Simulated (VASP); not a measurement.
# Adsorption sites of N on Rh(100), part 6 of 7

Aim: adsorption energies of N on the high-symmetry sites of Rh(100), at a coverage of 1/4.

VASP 6.6.1, plane waves and PAW; the level of theory is named at each step.

So far. Step 7 (Potential and states with the adsorbate, site ontop): The vacuum level lies 5.52 eV above the Fermi level at the upper face; the two faces differ by 0.64 eV, the step that the slab's dipole of 0.105 e·Å makes. Step 8 (Relaxing the adsorbate, site hollow): The run ended after 19 ionic steps, 0.752 eV below its first step, once the forces on the free atoms met EDIFFG = -0.03.

## (9) Potential and states with the adsorbate, site hollow

Level of this step: RPBE, no spin polarisation; plane waves and PAW (Rh, N) (VASP).

Contents of INCAR:

```
SYSTEM = Rh16N
PREC = Normal
ENCUT = 440
EDIFF = 1E-06
NELM = 120
ISMEAR = 1
SIGMA = 0.15
LREAL = Auto
ALGO = Fast
GGA = RP
NBANDS = 92
LASPH = .TRUE.
LORBIT = 11
LWAVE = .FALSE.
LCHARG = .FALSE.
KPAR = 2
NCORE = 2
IDIPOL = 3
LDIPOL = .TRUE.
DIPOL = 0.5 0.5 0.51
LVHAR = .TRUE.
LVACPOTAV = .TRUE.
NEDOS = 1500
```

Contents of POSCAR:

```
Rh16N
1.0
    5.4415035991      0.0000000000      0.0000000000
    0.0000000000      5.4415035991      0.0000000000
    0.0000000000      0.0000000000     20.7715861422
Rh N
16 1
Selective dynamics
Direct
    0.2500000000      0.2500000000      0.3610701600  F F F
    0.7500000000      0.2500000000      0.3610701600  F F F
    0.2500000000      0.7500000000      0.3610701600  F F F
    0.7500000000      0.7500000000      0.3610701600  F F F
    0.0000000000      0.0000000000      0.4536900500  F F F
    0.5000000000      0.0000000000      0.4536900500  F F F
    0.0000000000      0.5000000000      0.4536900500  F F F
    0.5000000000      0.5000000000      0.4536900500  F F F
    0.2500000000      0.2500000000      0.5422966372  T T T
    0.7500000000      0.2500000000      0.5449869711  T T T
    0.2500000000      0.7500000000      0.5449869711  T T T
    0.7500000000      0.7500000000      0.5472351035  T T T
    0.0016820964      0.0016820964      0.6387362598  T T T
    0.4983179036      0.0016820964      0.6387362598  T T T
    0.0016820964      0.4983179036      0.6387362598  T T T
    0.4983179036      0.4983179036      0.6387362598  T T T
    0.2500000000      0.2500000000      0.6725421285  T T T
```

Contents of KPOINTS:

```
Automatic mesh
0
Gamma
4 4 1
0 0 0
```

Potentials, in the order of the species: Rh and N (PBE family, release 64).

Command:

```console
mpirun -np 4 vasp_std
```

The program printed:

```text
[... set-up lines as in an earlier step ...]
 entering main loop
       N       E                     dE             d eps       ncg     rms          rms(c)
DAV:   1     0.887280907155E+03    0.88728E+03   -0.61076E+04  1104   0.122E+03
DAV:   2    -0.489219828555E+02   -0.93620E+03   -0.87901E+03  1228   0.283E+02
DAV:   3    -0.110853947570E+03   -0.61932E+02   -0.55826E+02  1488   0.642E+01
DAV:   4    -0.114472079965E+03   -0.36181E+01   -0.34310E+01  1492   0.146E+01
[...]
RMM:  30    -0.106517382840E+03   -0.18109E-04   -0.14652E-06   634   0.172E-03    0.115E-03
RMM:  31    -0.106517387098E+03   -0.42580E-05   -0.54743E-07   437   0.116E-03    0.580E-04
RMM:  32    -0.106517387839E+03   -0.74104E-06   -0.18946E-07   316   0.878E-04
 [... a notice as in an earlier step ...]

   1 F= -.10651739E+03 E0= -.10651315E+03  d E =-.127235E-01
```

Run time: 50 s. Hardware: 4 MPI ranks of Intel Xeon 6975P-C (Granite Rapids), shared host; peak memory 1 GiB.

OUTCAR, selected parts (step 9):

```text
  Total      -11.1221096    -11.1221096     -3.4842067      0.0000000      0.0000000     -0.0000000
  in kB      -28.9727855    -28.9727855     -9.0762612      0.0000000      0.0000000     -0.0000000
  external PRESSURE =     -22.3406108 kB  Pullay stress =       0.0000000 kB

 POSITION                                       TOTAL-FORCE (eV/Angst)
 -----------------------------------------------------------------------------------
      1.36038      1.36038      7.50000        -0.000000      0.000000      0.379305
      4.08113      1.36038      7.50000        -0.000000      0.000000      0.449047
      1.36038      4.08113      7.50000        -0.000000      0.000000      0.449047
      4.08113      4.08113      7.50000        -0.000000      0.000000      0.394269
      0.00000      0.00000      9.42386        -0.118729     -0.118729     -0.414692
      2.72075      0.00000      9.42386         0.118729     -0.118729     -0.414692
      0.00000      2.72075      9.42386        -0.118729      0.118729     -0.414692
      2.72075      2.72075      9.42386         0.118729      0.118729     -0.414692
      1.36038      1.36038     11.26436        -0.000000      0.000000     -0.027143
      4.08113      1.36038     11.32024        -0.000000      0.000000      0.007774
      1.36038      4.08113     11.32024        -0.000000      0.000000      0.007774
      4.08113      4.08113     11.36694        -0.000000      0.000000      0.003592
      0.00915      0.00915     13.26757         0.013605      0.013605     -0.006770
      2.71160      0.00915     13.26757        -0.013605      0.013605     -0.006770
[...]
-----------------------------------------------------------------------------------
    total drift:                                0.000000      0.000000     -0.020436

  FREE ENERGIE OF THE ION-ELECTRON SYSTEM (eV)
  ---------------------------------------------------
  free  energy   TOTEN  =      -106.5173878390 eV

  energy  without entropy=     -106.5046642989  energy(sigma->0) =     -106.51314666

[... 2 parts as in an earlier step ...]

[... 1 further part left out ...]
[key lines of the parts left out:]
E-fermi :   1.0962
```

The map of layer states is cut here 0.5 eV above the Fermi level, so it leaves out the states above that.

At the end the adsorbate's closest contact with the slab is N-Rh at 2.04 Å, 1.91 Å to the side of the slab's atom, and its lowest atom lies 0.70 Å above the highest atom of the slab.

The vacuum level lies 5.19 eV above the Fermi level at the upper face; the two faces differ by 0.28 eV, the step that the slab's dipole of 0.045 e·Å makes.

VASP counts the dipole in electrons times Å, so a positive number points the physical dipole along −c.

The program found no field-free point at its default tolerance, but its printed level agrees with the flat part of the planar average.

On this mesh the fine structure of the density of states is sampling noise, and high empty states may be cut by the number of bands.

## (10) Relaxing the adsorbate, site bridge

Contents of INCAR:

```
SYSTEM = Rh16N
PREC = Normal
ENCUT = 440
EDIFF = 1E-05
NELM = 120
ISMEAR = 1
SIGMA = 0.15
LREAL = Auto
ALGO = Fast
GGA = RP
NBANDS = 92
LASPH = .TRUE.
LORBIT = 11
LWAVE = .FALSE.
LCHARG = .FALSE.
KPAR = 2
NCORE = 2
IBRION = 2
NSW = 50
ISIF = 2
EDIFFG = -0.03
POTIM = 0.4
MAXMIX = 40
IDIPOL = 3
LDIPOL = .TRUE.
DIPOL = 0.5 0.5 0.511
```

Contents of POSCAR:

```
Rh16N
1.0
    5.4415035991      0.0000000000      0.0000000000
    0.0000000000      5.4415035991      0.0000000000
    0.0000000000      0.0000000000     20.7715861422
Rh N
16 1
Selective dynamics
Direct
    0.2500000000      0.2500000000      0.3610701600  F F F
    0.7500000000      0.2500000000      0.3610701600  F F F
    0.2500000000      0.7500000000      0.3610701600  F F F
    0.7500000000      0.7500000000      0.3610701600  F F F
    0.0000000000      0.0000000000      0.4536900500  F F F
    0.5000000000      0.0000000000      0.4536900500  F F F
    0.0000000000      0.5000000000      0.4536900500  F F F
    0.5000000000      0.5000000000      0.4536900500  F F F
    0.2500000000      0.2500000000      0.5463579400  T T T
    0.7500000000      0.2500000000      0.5463579400  T T T
    0.2500000000      0.7500000000      0.5463579400  T T T
    0.7500000000      0.7500000000      0.5463579400  T T T
    0.0000000000      0.0000000000      0.6355158700  T T T
    0.5000000000      0.0000000000      0.6355158700  T T T
    0.0000000000      0.5000000000      0.6355158700  T T T
    0.5000000000      0.5000000000      0.6355158700  T T T
    0.2500000000      0.0000000000      0.7029156300  T T T
```

KPOINTS is that of step 9.

Command:

```console
mpirun -np 4 vasp_std
```

The program printed:

```text
[... set-up lines as in an earlier step ...]
 entering main loop
       N       E                     dE             d eps       ncg     rms          rms(c)
DAV:   1     0.878930124893E+03    0.87893E+03   -0.60901E+04  1656   0.122E+03
DAV:   2    -0.489476636179E+02   -0.92788E+03   -0.87481E+03  1820   0.282E+02
DAV:   3    -0.109746287882E+03   -0.60799E+02   -0.54873E+02  2320   0.629E+01
DAV:   4    -0.113561716798E+03   -0.38154E+01   -0.35731E+01  2112   0.142E+01
[...]
RMM:  28    -0.105470182059E+03   -0.49290E-04   -0.30301E-06   709   0.371E-03    0.360E-03
RMM:  29    -0.105470205355E+03   -0.23296E-04   -0.17628E-06   531   0.290E-03    0.325E-03
RMM:  30    -0.105470214802E+03   -0.94474E-05   -0.90568E-07   459   0.257E-03
   1 F= -.10547021E+03 E0= -.10546526E+03  d E =-.105470E+03
[... from here on, the cycles between the ionic steps are left out ...]
   2 F= -.10586863E+03 E0= -.10586453E+03  d E =-.398419E+00
   3 F= -.10587086E+03 E0= -.10586676E+03  d E =-.400643E+00
   4 F= -.10594776E+03 E0= -.10594305E+03  d E =-.769033E-01
   5 F= -.10596970E+03 E0= -.10596438E+03  d E =-.988401E-01
   6 F= -.10597138E+03 E0= -.10596619E+03  d E =-.100520E+00
   7 F= -.10598309E+03 E0= -.10597793E+03  d E =-.117082E-01
   8 F= -.10598473E+03 E0= -.10597957E+03  d E =-.133501E-01
   9 F= -.10598972E+03 E0= -.10598439E+03  d E =-.499612E-02
  10 F= -.10598991E+03 E0= -.10598461E+03  d E =-.518453E-02
  11 F= -.10599166E+03 E0= -.10598641E+03  d E =-.174443E-02
  12 F= -.10599283E+03 E0= -.10598768E+03  d E =-.291757E-02
  13 F= -.10599354E+03 E0= -.10598840E+03  d E =-.713636E-03
  14 F= -.10599356E+03 E0= -.10598841E+03  d E =-.727512E-03
  15 F= -.10599412E+03 E0= -.10598900E+03  d E =-.560296E-03
  16 F= -.10599421E+03 E0= -.10598910E+03  d E =-.653526E-03
[...]
reached required accuracy - stopping structural energy minimisation
```

The job ended after 6.2 min (4 MPI ranks; peak memory 1.2 GiB).

From OUTCAR (step 10):

```text
  Total       -9.0677471     -8.0530499     -3.3400176      0.0000000      0.0000000      0.0000000
  in kB      -23.6212283    -20.9779705     -8.7006528      0.0000000      0.0000000      0.0000000
  external PRESSURE =     -17.7666172 kB  Pullay stress =       0.0000000 kB

 POSITION                                       TOTAL-FORCE (eV/Angst)
 -----------------------------------------------------------------------------------
      1.36038      1.36038      7.50000         0.000000      0.000521      0.441172
      4.08113      1.36038      7.50000        -0.000000      0.011885      0.452659
      1.36038      4.08113      7.50000         0.000000     -0.000521      0.441172
      4.08113      4.08113      7.50000        -0.000000     -0.011885      0.452659
      0.00000      0.00000      9.42386         0.016650      0.000000     -0.305940
      2.72075      0.00000      9.42386        -0.016650      0.000000     -0.305940
      0.00000      2.72075      9.42386        -0.007472      0.000000     -0.646792
      2.72075      2.72075      9.42386         0.007472      0.000000     -0.646792
      1.36038      1.37656     11.32810        -0.000000     -0.020643      0.017536
      4.08113      1.33590     11.34076         0.000000     -0.002841      0.017216
      1.36038      4.06495     11.32810        -0.000000      0.020643      0.017536
      4.08113      4.10560     11.34076         0.000000      0.002841      0.017216
      5.40992      0.00000     13.37981        -0.003740      0.000000      0.021265
      2.75234      0.00000     13.37981         0.003740      0.000000      0.021265
[...]
-----------------------------------------------------------------------------------
    total drift:                                0.000000     -0.000000      0.003033

  FREE ENERGIE OF THE ION-ELECTRON SYSTEM (eV)
  ---------------------------------------------------
  free  energy   TOTEN  =      -105.9942106575 eV

  energy  without entropy=     -105.9788743407  energy(sigma->0) =     -105.98909855

[... 2 parts as in an earlier step ...]

[... 2 further parts left out ...]
[key lines of the parts left out:]
E-fermi :   1.0730
```

The run keeps the 4 symmetry operations of its start, so it cannot find a distortion of lower symmetry.

Relaxation path:

```csv
step,energy less that of the first step (eV),largest force (eV/Å)
1,0.0000,2.6841
2,-0.3984,1.1791
3,-0.4006,1.0662
4,-0.4775,0.5289
5,-0.4995,0.3709
6,-0.5012,0.2910
7,-0.5129,0.1959
8,-0.5145,0.3854
9,-0.5195,0.1630
10,-0.5197,0.1157
11,-0.5214,0.1018
12,-0.5226,0.0901
13,-0.5233,0.0765
14,-0.5233,0.0843
15,-0.5239,0.0372
16,-0.5240,0.0271
```

The atoms that moved most (Å):

| atom | dx | dy | dz | length |
| --- | --- | --- | --- | --- |
| Rh13 | -0.032 | 0.000 | 0.179 | 0.182 |
| Rh14 | 0.032 | 0.000 | 0.179 | 0.182 |
| N17 | 0.000 | 0.000 | -0.066 | 0.066 |
| Rh15 | -0.020 | 0.000 | -0.041 | 0.045 |
| Rh16 | 0.020 | 0.000 | -0.041 | 0.045 |
| Rh9 | 0.000 | 0.016 | -0.021 | 0.026 |
| Rh11 | 0.000 | -0.016 | -0.021 | 0.026 |
| Rh10 | 0.000 | -0.024 | -0.008 | 0.026 |

Final coordinates:

```cif
data_structure
_symmetry_space_group_name_H-M 'P 1'
_symmetry_Int_Tables_number 1
_cell_length_a 5.4415
_cell_length_b 5.4415
_cell_length_c 20.7716
_cell_angle_alpha 90.000
_cell_angle_beta 90.000
_cell_angle_gamma 90.000
_cell_volume 615.05
loop_
_atom_site_label
_atom_site_type_symbol
_atom_site_fract_x
_atom_site_fract_y
_atom_site_fract_z
_atom_site_occupancy
Rh1 Rh 0.25000 0.25000 0.36107 1
Rh2 Rh 0.75000 0.25000 0.36107 1
Rh3 Rh 0.25000 0.75000 0.36107 1
Rh4 Rh 0.75000 0.75000 0.36107 1
Rh5 Rh 0.00000 0.00000 0.45369 1
Rh6 Rh 0.50000 0.00000 0.45369 1
Rh7 Rh 0.00000 0.50000 0.45369 1
Rh8 Rh 0.50000 0.50000 0.45369 1
Rh9 Rh 0.25000 0.25297 0.54537 1
Rh10 Rh 0.75000 0.24550 0.54597 1
Rh11 Rh 0.25000 0.74703 0.54537 1
Rh12 Rh 0.75000 0.75450 0.54597 1
Rh13 Rh 0.99420 0.00000 0.64414 1
Rh14 Rh 0.50580 0.00000 0.64414 1
Rh15 Rh 0.99641 0.50000 0.63357 1
Rh16 Rh 0.50359 0.50000 0.63357 1
N17 N 0.25000 0.00000 0.69974 1
```

The run ended after 16 ionic steps, 0.524 eV below its first step, once the forces on the free atoms met EDIFFG = -0.03.

(Part 6 of 7 ends here.)

[Lines on the potential files, build, host, timing and source positions are cut from VASP's logs without a mark.]

[Logs are printed without paths, hosts, clocks, repeated set-up lines and the standing remarks that a program may print on its own settings, such as how far it seeks lower states.]

[Hosts, paths, dates, database ids (printed as entryN), source tags and the programs' standing remarks are cut or masked in the printed files.]

[Runs that stopped without an error message from VASP are left out.]
